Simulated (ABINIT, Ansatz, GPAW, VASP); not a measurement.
PbSe (Fm-3m, 2 atoms in the cell) computed with different codes at matched settings

Self-consistent single point.

```yaml
crystal:
  lattice:
    - [0.00000, 3.06000, 3.06000]
    - [3.06000, 0.00000, 3.06000]
    - [3.06000, 3.06000, 0.00000]
  atoms:
    - { symbol: Pb, position: [0.00000, 0.00000, 0.00000] }
    - { symbol: Se, position: [0.50000, 0.50000, 0.50000] }
```

All programs got the same cell, k-point mesh and kind of occupations (in Ansatz's words: kpoints.mp_grid.grid = 6 6 6; scf.occupations.method = fermi_dirac; scf.occupations.width = 0.01 eV); potentials, basis and cutoffs are each program's usual ones.

```
code                                                                       model  pressure (GPa)  gap on the mesh (eV)   cutoff
------  ------------------------------------------------------------------------  --------------  --------------------  -------
ABINIT  PBE, norm-conserving pseudopotentials (PseudoDojo nc-sr-05 PBE standard)            2.31                 0.291    43 Ha
VASP                                     PBE, VASP's PBE PAW potentials (set 64)               –                 0.291   300 eV
GPAW                                PBE, GPAW PAW datasets PBE (gpaw-data 1.0.1)            2.22                 0.241   600 eV
Ansatz                                                    PBE, default PAW files            2.41                 0.285  default
```

A dash marks a value that a program does not give, or that is left out as unsure.

Gaps are read on the mesh.

The spread over the programs that give each value: pressure within 0.19 GPa; gap on the mesh within 0.050 eV.

The starting cell has typed, rounded lattice constants, without a prior relaxation at this level. On Ansatz's run: Spin-orbit coupling is off.

Why do the programs differ, and what cannot be compared?

Differences of this kind can come from the potentials, where these differ, and from what each basis and cutoff leave unconverged. The valence holds different numbers of electrons (ABINIT 30, VASP 20, GPAW 20, Ansatz (an electronic-structure program) 30). The zero of total energies and Fermi levels follows the potentials and each program's conventions, so they are not compared here. Ansatz's pressure is given at a fixed set of plane waves, as the other plane-wave codes print theirs.

VASP's run is marked for a possible Pulay error in its stress at this cutoff; no cutoff test was made.

Left out of this page: Quantum ESPRESSO, CP2K, Elk and SIESTA (not drawn, or without a comparable value); FLEUR (with a known weakness of the program).

Keys are those of Ansatz 0.2.
